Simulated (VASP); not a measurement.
Calculation: PBEsol GGA, VASP's PBE PAW potentials (set 64) (plane waves; VASP 6.6.1).

Gaps are without spin-orbit coupling.

- volume per atom: 28.37 Å³/atom
- band gap (over mesh and band path): 0.17 eV
- smallest direct gap (over mesh and band path): 0.17 eV

Which relaxed crystal gives these values?
(A) PbSe, Fm-3m (225)
(B) LiBr, Fm-3m (225)
(C) LiC, Immm (71)
(D) SiO2, P3_121 (152)

A, PbSe, Fm-3m (225)
